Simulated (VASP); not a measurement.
# The defect Pt_Cd in Na2CdCl4 (Pbam), part 6 of 6

Wanted: what the defect Pt_Cd costs in Na2CdCl4 (Pbam) and how the lattice relaxes round it. The start is a computed cell from the Materials Project.

VASP 6.6.1, plane waves and PAW; the level of theory is named at each step.

So far. Step 8 (Going on with the relaxation): The run ended after 11 ionic steps, 0.005 eV below its first step, once the forces on the free atoms met EDIFFG = -0.03. Step 8 (Going on with the relaxation): The 6 first neighbours (Cl) lie 2.63 Å from the site on average (2.58 to 2.65) in the perfect crystal and 2.66 Å on average from the atom on it after the relaxation (+1.1 %, spread from 2.29 to 3.38 Å).

### Step 9. Partial density of one level

Level of this step: PBEsol; plane waves and PAW (Na, Cd, Cl, Pt) (VASP).

Band 125 lies 1.29 eV above the host's valence-band top and is filled at this k-point; by the alignment of the summary it is the level farthest from both edges.

Input file INCAR:

```
SYSTEM = Na12Cd5PtCl24
PREC = Normal
ENCUT = 300
EDIFF = 1E-05
NELM = 120
ISMEAR = 0
SIGMA = 0.05
LREAL = Auto
ALGO = Fast
GGA = PS
LWAVE = .FALSE.
LCHARG = .FALSE.
ISYM = 0
ISTART = 1
LPARD = .TRUE.
IBAND = 125
KPUSE = 1
LSEPB = .FALSE.
LSEPK = .FALSE.
NBANDS = 150
```

Input file POSCAR:

```
Na12Cd5PtCl24
1.0
    6.9373495641      0.0000000000      0.0000000000
    0.0000000000     11.8375573621      0.0000000000
    0.0000000000      0.0000000000     11.6979441987
Na Cd Cl Pt
12 5 24 1
Direct
    0.0904813409      0.6770095080      0.1645442492
    0.9094842781      0.3227360129      0.1694232025
    0.4093662284      0.1809257095      0.1657660224
    0.5902942500      0.8182237492      0.1683717170
    0.0904655704      0.6805349003      0.4990850861
    0.8973175645      0.3078764284      0.4947503255
    0.3993135320      0.1864713686      0.4986164350
    0.5897369227      0.8153978470      0.4991897080
    0.1025335372      0.6915909342      0.8389599774
    0.9089941788      0.3185766220      0.8347829415
    0.4100738073      0.1845551773      0.8348073578
    0.6011604925      0.8133075323      0.8351679475
    0.5361377584      0.5035939489      0.0018273303
    0.9986880103      0.0037189950      0.0012084131
    0.4634619739      0.4960930971      0.3312064596
    0.0009061442      0.9957215732      0.3332860811
    0.0001753354      0.9998797791      0.6672690844
    0.7466656961      0.5434463596      0.1866437369
    0.2529180212      0.4566090072      0.1468116455
    0.1252716078      0.2059418398      0.9971964950
    0.8791839678      0.8001473320      0.0038287865
    0.6271856762      0.2893526384      0.0032052923
    0.3881333323      0.7054513805      0.9990079048
    0.2497857934      0.9566537909      0.1654431022
    0.7498933124      0.0426596050      0.1691223574
    0.6933494474      0.5420726803      0.5132692568
    0.1710928235      0.4627865763      0.4572193677
    0.1204750701      0.1992127085      0.3303074206
    0.8742540391      0.7935215725      0.3369805401
    0.6120194437      0.2943228799      0.3342802604
    0.3717896855      0.7104358907      0.3308230721
    0.2502423272      0.9541665200      0.5036559089
    0.7517511152      0.0482650091      0.5034826884
    0.8291831151      0.5363860378      0.8761029878
    0.3067847339      0.4577547064      0.8192457434
    0.1219895803      0.2073010377      0.6675377770
    0.8781703463      0.7924411861      0.6667371657
    0.6139504866      0.3173473023      0.6656041231
    0.3859341502      0.6825261182      0.6677986427
    0.2486446949      0.9519494513      0.8313235362
    0.7493955796      0.0451815571      0.8308393514
    0.4999038494      0.4999252193      0.6660915886
```

Input file KPOINTS:

```
Automatic mesh
0
Gamma
2 1 1
0 0 0
```

The projector-augmented-wave data sets are Na, Cd, Cl and Pt (PBE family, release 64).

The run starts from files that an earlier step left in the folder.

Command:

```
$ mpirun -np 4 vasp_std
```

The log of the run:

```text
[banner, memory and clock lines left out]
running    4 mpi-ranks, on    1 nodes
 distrk:  each k-point on    4 cores,    1 groups
 distr:  one band on    1 cores,    4 groups

 POSCAR found type information on POSCAR NaCdClPt
 POSCAR found :  4 types and      42 ions
|                                                                             |
|               ----> ADVICE to this user running VASP <----                  |
|                                                                             |
|     You enforced a specific xc type in the INCAR file but a different       |
|     [... a line on the potential file left out ...]
|     I HOPE YOU KNOW WHAT YOU ARE DOING!                                     |
|                                                                             |

 LDA part: xc-table for (Slater+PW92), standard interpolation
|                                                                             |
|           W    W    AA    RRRRR   N    N  II  N    N   GGGG   !!!           |
|           W    W   A  A   R    R  NN   N  II  NN   N  G    G  !!!           |
|           W    W  A    A  R    R  N N  N  II  N N  N  G       !!!           |
|           W WW W  AAAAAA  RRRRR   N  N N  II  N  N N  G  GGG   !            |
|           WW  WW  A    A  R   R   N   NN  II  N   NN  G    G                |
|           W    W  A    A  R    R  N    N  II  N    N   GGGG   !!!           |
|                                                                             |
|     The number of bands has been changed from the values supplied in        |
|     The orbitals not found in the WAVECAR file will be initialized with     |
|     random numbers, which is usually adequate. For correlated               |
|     calculations, however, you should redo the groundstate calculation.     |
|     I found NBANDS = 150. Now, NBANDS = 152.                                |
|                                                                             |

 found WAVECAR, reading the header
  number of bands has changed, file:   150 present:   152
  trying to continue reading WAVECAR, but it might fail
 POSCAR, INCAR and KPOINTS ok, starting setup
 FFT: planning ... GRIDC
 FFT: planning ... GRID_SOFT
 FFT: planning ... GRID
 reading WAVECAR
 random initialization beyond band          150
 the WAVECAR file was read successfully
Calculating partial charge density.
NBMOD not found, set to   1
Use   1 KPOINTS:           1

*****************************************************
* Parameters from pardens
*****************************************************

NBMOD is set to   1
Selected bands:   125
Selected     1 kpoints to calculate charge density.
Selected k-points:     1
Calculating partial charge density only with a part of the kpoint set.
This may change the weights of the k-points.
So I hope you know, what you are doing.
k-point no.    1; bands inside the range    1
 125
Finished calculating partial charge density.
VASP will stop now.
```

It took 7.8 s on 4 MPI ranks of AMD EPYC 7R43, shared host; 26 s of CPU time.

Parts of OUTCAR (step 9):

```text
   k-points           NKPTS =      2   k-points in BZ     NKDIM =      2   number of bands    NBANDS=    152

   NELECT =     250.0000    total number of electrons

[... 4 parts as in an earlier step ...]

[... 2 further parts left out ...]
```

Partial charge density in the ab plane at fractional z = 0.667, through the centre, with atoms of Cd and Cl and Pt within 0.45 Å of it. It is the smooth field of the valence electrons, not physical close to the nuclei.

Ten steps, logarithmic in the rise over the least value, from '0' (0.00 Å⁻³) to '9' (0.47 Å⁻³), each cell a mean:
```
0000000000000000000
0000000000000000000
0000000000000000000
0000000000000000000
0000000000000000000
0000001100000000000
0000012200000000000
0000000011000000000
0000000100000000000
0000000023212210000
0000012168755320000
0000135689987421000
0000135789964310000
0000123436731110000
0000011100100000000
0000000000110000000
0000000000001100000
0000000000012210000
0000000000001000000
0000000000000000000
0000000000000000000
0000000000000000000
0000000000000000000
0000000000000000000
```
Columns run along a (6.9 Å), rows up along b (11.8 Å). Atoms in or near the plane, at fractional coordinates: Cd at (0.00, 0.00), Cl at (0.12, 0.21), Cl at (0.88, 0.79), Cl at (0.61, 0.32), Cl at (0.39, 0.68), Pt at (0.50, 0.50).

### Step 10. Formation energies

This step: point defect, PBEsol; plane waves and PAW (VASP 6.6.1).

Derived from the runs above.

This step gave:

```
formation energy of the neutral defect    : 2.626 eV
gap of the perfect supercell, on its mesh : 3.670 eV
```

Levels and occupations at the first k-point; a full level shows 1, which is two electrons in a run without spin and one in a spin channel. Single-particle levels, in eV, zero at the valence-band top of the host:

|  | conduction bottom | valence top |
| --- | --- | --- |
| q = 0 | 3.67 | 0.00 |

|  | occupation | energy (eV) |
| --- | --- | --- |
| q = 0 | 1 | 0.68 |
| q = 0 | 1 | 0.88 |
| q = 0 | 1 | 0.99 |
| q = 0 | 1 | 1.29 |

E_f is E(defect cell) less E(perfect cell), corrected for the atoms exchanged with their references.

References, in eV an atom: Cd -1.211 (crystal P6_3/mmc) and Pt -6.971 (crystal Fm-3m). They were run at the supercell's cutoff and functional, without U, and count both elements from their own phases.

By charge state:

| charge | formation energy, Fermi level at the valence-band top (eV) | of which image charge (eV) | shift of the far core potentials (eV) | moment (μB) | largest move from the displaced start (Å) |
| --- | --- | --- | --- | --- | --- |
| 0 | 2.626 | 0.000 | 0.103 | no spin | 0.74 |

The potential shift aligns the single-particle levels and is not added to the energies; levels within 0.4 eV of an edge, or in cells whose shift exceeds 0.2 eV, are left out, since at this cell size they may be band states; some may be the defect's own.

### Step 11. Summary of results

* formation energy at charge 0: 2.626 eV
* gap of the perfect supercell, on its mesh: 3.67 eV

What this shows: The defect Pt_Cd costs 2.63 eV with the Fermi level at the valence-band top, with every exchanged atom at the energy of its element. The 6 first neighbours (Cl) lie 2.63 Å from the site on average (2.58 to 2.65) in the perfect crystal and 2.66 Å on average from the atom on it after the relaxation (+1.1 %, spread from 2.29 to 3.38 Å). The supercell of 42 atoms is small, so interactions between images remain.

[Lines on the potential files, build, host, timing and source positions are cut from VASP's logs without a mark.]

[Logs are printed without paths, hosts, clocks, repeated set-up lines and the standing remarks that a program may print on its own settings, such as how far it seeks lower states.]

[Hosts, paths, dates, database ids (printed as entryN), source tags and the programs' standing remarks are cut or masked in the printed files.]

[In band tables of VASP the shares of atoms and orbitals are scaled to a sum of 1 inside the atoms' spheres.]

[Runs that stopped without an error message from VASP are left out.]
